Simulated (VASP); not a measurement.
An input for Ansatz (written as the equivalent of a VASP run, and not itself run):

Ansatz 0.2 input:
```yaml
crystal:
  lattice:
    - [4.0846035, 0.0000000, 0.0000000]
    - [0.0000000, 4.0846035, 0.0000000]
    - [0.0000000, 0.0000000, 4.0846035]
  atoms:
    - { symbol: Sc, position: [0.0000000, 0.0000000, 0.0000000] }
    - { symbol: Al, position: [0.0000000, 0.5000000, 0.5000000] }
    - { symbol: Al, position: [0.5000000, 0.0000000, 0.5000000] }
    - { symbol: Al, position: [0.5000000, 0.5000000, 0.0000000] }
kpoints:
  mp_grid: { grid: [7, 7, 7] }
hamiltonian:
  xc: r2scan
  pseudopotentials: { kind: paw }
scf:
  occupations: { method: methfessel_paxton, width: 0.1 }
  max_iter: 100
relax:
  max_steps: 30
  f_tol: 0.001
output: { forces: true, stress: true, eigenvalues: true }
```

Question: Write the VASP files for the same calculation (r2SCAN).

Answer: Several could match; the one computed here: 
POSCAR:
```
Al3Sc
1
    4.0846035265     0.0000000000     0.0000000000
    0.0000000000     4.0846035265     0.0000000000
    0.0000000000     0.0000000000     4.0846035265
Sc Al
1 3
Direct
  0.0000000000   0.0000000000   0.0000000000
  0.0000000000   0.5000000000   0.5000000000
  0.5000000000   0.0000000000   0.5000000000
  0.5000000000   0.5000000000   0.0000000000
```

File KPOINTS:
```
Automatic mesh
0
gamma
 7 7 7
```

**INCAR**
```
PREC=Accurate
ENCUT=400
SYSTEM=Al3Sc
LMIXTAU=.TRUE.
LREAL=.FALSE.
LMAXMIX=4   # l cut-off of mixed one-centre charges
LASPH=.TRUE.
ALGO=Normal   # blocked Davidson
EDIFF=1E-8   # SCF stop (eV)
NSW=30
IBRION=1   # quasi-Newton
LCHARG=.FALSE.
ISMEAR=1   # Methfessel-Paxton
ISIF=2   # forces and stress, cell fixed
NELM=100   # most electronic steps
SIGMA=0.1   # width (eV)
LWAVE=.FALSE.
METAGGA=R2SCAN
EDIFFG=-0.001   # ionic stop
```

POTCAR, in this order: Sc_sv Al (PBE.64 set). Program: vasp_std.

The two are equivalent in intent, not identical: each code has its own PAW files, so the cut-off isn't converted (ENCUT is set for VASP's; basis.ecutwfc is left out, and Ansatz then takes the one that its files recommend); Ansatz stops its SCF on the density residual and VASP on the energy change (EDIFF).

The compound is Al3Sc in the L1_2 structure. It was relaxed first. The start is the result of an earlier pass.
